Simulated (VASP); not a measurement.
The system is Be3Se2O.

```
Be Se O
1.0
     2.52043    1.45517    4.26230
    -2.52043    1.45517    4.26230
     0.00000   -2.91034    4.26230
Be Se O
3 2 1
Direct
  0.50000 0.50000 0.00000
  0.00000 0.50000 0.50000
  0.50000 0.00000 0.50000
  0.84323 0.84323 0.84323
  0.15677 0.15677 0.15677
  0.00000 0.00000 0.00000
```

The cell was built by a generator and needn't be a form met in nature.

| Item | Value |
| --- | --- |
| Program | VASP 6.6.1 |
| Task | relaxation of cell and atoms |
| Functional | PBE |
| Potentials or basis | VASP PAW PBE potentials, release 64 (Be, Se, O) |
| Cutoff | 520 eV |
| k mesh | 4 × 4 × 4 |
| Occupations | gaussian, width 0.15 eV |
| Spin | no spin polarisation |

At the start: pressure -3.6 GPa; volume 15.63 Å³/atom.

Problem. Where does the relaxation end?

Solution. Over 11 steps the energy falls by 791.8 meV/atom and the volume is 16.36 Å³/atom (+4.7 %); space group R-3m (No. 166, to 0.05 Å).

The path:
| step | energy change (eV) | largest force (eV/Å) | pressure (GPa) | volume (Å³) |
| --- | --- | --- | --- | --- |
| 1 | 0.0000 | 3.2291 | -3.58 | 93.80 |
| 2 | -1.1844 | 2.4301 | -4.79 | 89.04 |
| 3 | -3.2711 | 2.1154 | 6.25 | 76.83 |
| 4 | 24.3892 | 44.3203 | 242.88 | 52.84 |
| 5 | -3.6051 | 1.7144 | 9.77 | 76.12 |
| 6 | -3.6423 | 1.2075 | 12.81 | 74.92 |
| 7 | -4.5207 | 0.1232 | 5.96 | 85.91 |
| 8 | -4.6613 | 0.8260 | 4.53 | 92.09 |
| 9 | -4.6674 | 1.0990 | 4.36 | 94.61 |
| 10 | -4.5353 | 1.5166 | -6.34 | 104.33 |
| 11 | -4.7509 | 0.0767 | -0.41 | 98.18 |

Final structure:
```
CELL_PARAMETERS angstrom
2.28537 1.31946 5.42673
-2.28537 1.31946 5.42673
0.00000 -2.63892 5.42673
ATOMIC_POSITIONS crystal
Be 0.50000 0.50000 0.00000
Be 0.00000 0.50000 0.50000
Be 0.50000 0.00000 0.50000
Se 0.76838 0.76838 0.76838
Se 0.23162 0.23162 0.23162
O 0.00000 0.00000 0.00000
```
